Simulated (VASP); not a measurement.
# Bulk modulus and pressure derivative of zinc-blende ZnS at optB86b-vdW from stress and from energy

Energy and pressure disagree about where zinc-blende ZnS is at rest. The energy fit puts the minimum at 19.7663 Å³ per atom, yet the stress tensor gives a tension of about 0.30 GPa there and comes close to zero only in the smaller cell at V = 19.673 Å³. Anyone who takes elastic data from such runs needs to know how far this disagreement carries over to the stiffness. We derive the bulk modulus B0 and its pressure derivative B0′ by both routes, from seven static optB86b-vdW runs. Strain is measured from the fitted V0, with compression positive, and energy from the lowest row. Measured values are not compared here.

## Set-up

One crystal, ZnS (zinc-blende) (known phase), at optB86b-vdW: single-point runs on uniformly scaled copies of a cell relaxed at optB86b-vdW; symmetry fixes shape and positions. Program: VASP 6.6.1, plane waves and PAW (data sets made for PBE of release 64), scalar-relativistic without spin-orbit coupling, no spin polarisation. Cutoff 400 eV; on the k meshes the divisions times the cell-vector length are 26 Å or more. Occupations: Gaussian smearing of 0.05 eV.

Notes on method and selection:

- Third-order Birch-Murnaghan: P = 3·B0·f·(1 + 2f)^(5/2)·[1 + (3/2)(B0′ − 4)·f]. The fit to the energies of these runs gives B0 = 73.6 GPa and B0′ = 4.46.
- Static lattice. The pressure from the stress tensor and the slope of the energy need not agree exactly at a finite cutoff and mesh.
- optB86b-vdW holds a nonlocal correlation term.
- Semilocal functionals put Kohn-Sham gaps below measured gaps.
- A measured value is attached only where its sources agree among themselves; tables made before the last selection also left out values far from the computed one, as likely another phase or mode.
- Series whose points a third-order Birch-Murnaghan form does not fit, or whose B0′ lies outside 2 to 8, were left out.
- Crystals whose pressure at the fitted V0 departs from zero by more than 0.6 % of B0 plus 0.1 GPa, and layered compounds, were left out.
- Runs that did not converge, have known faults or may not be shown are not listed, and runs on Ansatz's PAW sets soft_1 and soft_2 are kept to separate tables.
- A language model judged 1 of the measured values at hand unlike the computed quantity or outlying; they, and members whose columns rest on them, are left out, so mean errors are over the rest.

Columns:

- Eulerian strain: Eulerian strain f = ½[(V0/V)^(2/3) − 1] with the fitted V0 = 19.7663 Å³ per atom, compression positive.
- fitted bulk modulus (GPa): bulk modulus at that volume from the third-order Birch-Murnaghan fit to the energies.
- volume (Å³): volume per atom.
- pressure (GPa): pressure from the stress tensor, compression positive.
- energy (meV/atom): energy per atom above the lowest point, extrapolated to zero smearing.
- gap (eV): Kohn-Sham gap on the k mesh.

Input lines of one member:

```
PREC = Accurate
ENCUT = 400
EDIFF = 1E-06
NELM = 100
ISMEAR = 0
SIGMA = 0.05
LREAL = .FALSE.
ALGO = Normal
GGA = MK
AGGAC = 0
LUSE_VDW = .TRUE.
PARAM1 = 0.1234
PARAM2 = 1
LASPH = .TRUE.
NBANDS = 15
```

Command (options for logging and memory left out): `vasp_std`

## Table of results

```
member         Eulerian strain  fitted bulk modulus (GPa)  volume (Å³)  pressure (GPa)  energy (meV/atom)  gap (eV)
V = 20.853 Å³  −0.01753         57.5                       20.8535      −3.76           12.39              1.801
V = 20.460 Å³  −0.01137         62.9                       20.4600      −2.63           5.13               1.884
V = 20.067 Å³  −0.00500         68.7                       20.0665      −1.37           1.01               1.970
V = 19.673 Å³  0.00158          75.1                       19.6731      0.05            0.00               2.058
V = 19.280 Å³  0.00838          82.1                       19.2796      1.64            2.78               2.149
V = 18.886 Å³  0.01542          89.7                       18.8862      3.40            9.72               2.243
V = 18.493 Å³  0.02270          98.1                       18.4927      5.35            21.18              2.341
```

Least-squares fits to the whole series, with x = Eulerian strain; R² and errors in the fitted variable (y, or ln y where the fit is in ln y):

```
y                  members  fit                                  R²    rms residual  leave-one-out rms  the same for the mean of the others
pressure (GPa)     7        y = −0.29739 + 219.92 x + 1276.4 x²  1.00  0.0034        0.0065             3.5
energy (meV/atom)  7        y = −0.09063 + 5.300 x + 40990 x²    1.00  0.047         0.087              8.2
```

## Reading the trend

Equal volume steps cost more and more pressure: −2.63 + 3.76 = 1.13 GPa between the two largest cells, 5.35 − 3.40 = 1.95 GPa between the two smallest. The usual reason is that short-range repulsion between the ions steepens faster than the bonding attraction as the Zn–S bond shortens.

The simplest model rests on three assumptions: the lattice is static, the energy has its minimum at V0, and an expansion to third order in the Eulerian strain f is enough.

1. The energy per atom is E = E0 + A·f² + C·f³.
2. The volume is V = V0·(1 + 2f)^(−3/2), so dV/df = −3·V0·(1 + 2f)^(−5/2).
3. The pressure is P = −dE/dV = (2A·f + 3C·f²)·(1 + 2f)^(5/2) / (3·V0).
4. The bulk modulus −V·dP/dV at f = 0 is B0 = 2A/(9·V0), and its pressure derivative there is B0′ = 4 + C/A.

Inserting step 4 in step 3 gives the third-order Birch-Murnaghan pressure. A value of B0′ = 4 therefore means that the energy has no cubic term in f.

**From pressure.** For small f the model reads P ≈ 3·B0·f + 3·B0·[5 + 1.5·(B0′ − 4)]·f². The quadratic fit to the stress-tensor pressures then gives B0 = 219.92 / 3 = 73.3 GPa. The ratio of its coefficients is 1276.4 / 219.92 = 5.804, so B0′ = 4 + (5.804 − 5) / 1.5 = 4.54. The fit leaves out the f³ term of the pressure, which makes both results slightly too high, B0 by roughly 0.2 GPa and B0′ by a few hundredths. We therefore read the pressure route as 73 GPa and 4.5.

**From energy.** The Birch-Murnaghan fit to the energies gives 73.6 GPa and 4.46. The two routes agree within about 1 % in B0 and within 0.1 in B0′.

## Fixing and testing the model

We fix A and C on the energies of V = 20.853 Å³ and V = 18.493 Å³, then predict pressures, which played no part in the fixing. V0 is taken from the energy fit. Because energies count from the row V = 19.673 Å³, its f² and f³ are subtracted:

- Difference in f², largest cell: 0.01753 × 0.01753 − 0.00158 × 0.00158 = 0.00030480
- Size of the difference in f³, largest cell (its sign is negative): 0.01753 × 0.01753 × 0.01753 + 0.00158 × 0.00158 × 0.00158 = 0.00000539
- Difference in f², smallest cell: 0.02270 × 0.02270 − 0.00158 × 0.00158 = 0.00051279
- Difference in f³, smallest cell: 0.02270 × 0.02270 × 0.02270 − 0.00158 × 0.00158 × 0.00158 = 0.00001169

The two conditions are then 12.39 = 0.00030480·A − 0.00000539·C and 21.18 = 0.00051279·A + 0.00001169·C.

Elimination gives, in meV,

- A = (12.39 × 0.00001169 + 21.18 × 0.00000539) / (0.00030480 × 0.00001169 + 0.00051279 × 0.00000539) = 40935
- C = (21.18 × 0.00030480 − 12.39 × 0.00051279) / (0.00030480 × 0.00001169 + 0.00051279 × 0.00000539) = 16150

With A in eV and 1 eV/Å³ = 160.2 GPa,

- B0 = 40935 / 1000 / (4.5 × 19.7663) × 160.2 = 73.7 GPa
- B0′ = 4 + 16150 / 40935 = 4.39

The derivative is the softer result: 0.05 meV more at V = 20.853 Å³ would lower it by 0.1.

The pressure is 3 × 73.7 = 221.1 GPa times f, times (1 + 2f)^(5/2) ≈ 1 + 5f + 7.5f², times 1 + 1.5·(C/A)·f, where C/A is 16150 / 40935 = 0.39:

- V = 20.460 Å³: 221.1 × (−0.01137) × (1 − 5 × 0.01137 + 7.5 × 0.01137 × 0.01137) × (1 − 1.5 × 0.39 × 0.01137) = −2.36 GPa; table −2.63, departure −2.63 + 2.36 = −0.27.
- V = 20.067 Å³: 221.1 × (−0.00500) × (1 − 5 × 0.00500 + 7.5 × 0.00500 × 0.00500) × (1 − 1.5 × 0.39 × 0.00500) = −1.07 GPa; table −1.37, departure −0.30.
- V = 19.280 Å³: 221.1 × 0.00838 × (1 + 5 × 0.00838 + 7.5 × 0.00838 × 0.00838) × (1 + 1.5 × 0.39 × 0.00838) = 1.94 GPa; table 1.64, departure −0.30.
- V = 18.886 Å³: 221.1 × 0.01542 × (1 + 5 × 0.01542 + 7.5 × 0.01542 × 0.01542) × (1 + 1.5 × 0.39 × 0.01542) = 3.71 GPa; table 3.40, departure 3.40 − 3.71 = −0.31.

The model reproduces the rise in pressure from row to row but misses its zero by nearly the same amount each time.

## Members off the line

Largest departures from the fit to the whole series:

```
member         pressure (GPa)  fit    computed − fit  in rms residuals
V = 20.067 Å³  −1.37           −1.37  0.00            1.5
V = 19.280 Å³  1.64            1.64   0.00            1.4
V = 19.673 Å³  0.05            0.05   0.00            1.0
V = 20.460 Å³  −2.63           −2.63  0.00            0.8
```

No row stands out from the quadratic fit; the departures that matter are those from the energy-based model, below which the stress-tensor pressure lies in every row. By the same formula as above, the model gives 221.1 × (−0.01753) × (1 − 5 × 0.01753 + 7.5 × 0.01753 × 0.01753) × (1 − 1.5 × 0.39 × 0.01753) = −3.51 GPa at V = 20.853 Å³, so the departure there is −3.76 + 3.51 = −0.25 GPa; it is −0.30 GPa at V = 19.673 Å³ and −0.33 GPa at V = 18.493 Å³.

The assumption that fails is a fourth one, made when the model is compared with the table: that the stress tensor gives the exact slope of the energy curve. The stress tensor describes a strain at a fixed set of plane waves, whereas the energies are compared at a fixed cutoff. With an unconverged basis the difference, known as Pulay stress, makes the computed pressure too low. That is the sign seen here, and it would also explain why a cell relaxed on its stress comes out smaller than V0. All seven runs share one cutoff, so they do not test this cause.

A constant offset would leave the slope unchanged. The slight growth under compression lowers B0 from pressure by about (0.33 − 0.25) / (3 × (0.02270 + 0.01753)) = 0.7 GPa.

The choice of reference volume matters more. Taken where the stress tensor vanishes instead of at V0, the bulk modulus would be higher by about 4.5 × 0.297 = 1.3 GPa.

## Summary

Between 18.493 and 20.853 Å³ per atom, both routes support B0 of 73 to 74 GPa and B0′ of about 4.5 at V0. Series with a poor Birch-Murnaghan fit or a large pressure at V0 were left out beforehand, so this agreement does not show how often the two routes agree in other crystals.

Agreement between the routes is not agreement with experiment. Zero-point and thermal motion, left out here, expand the lattice and would lower the bulk modulus. Another functional would shift it too, typically upward for the local density approximation and downward for PBE.

[Logs are printed without paths, hosts, clocks, repeated set-up lines and the standing remarks that a program may print on its own settings, such as how far it seeks lower states.]
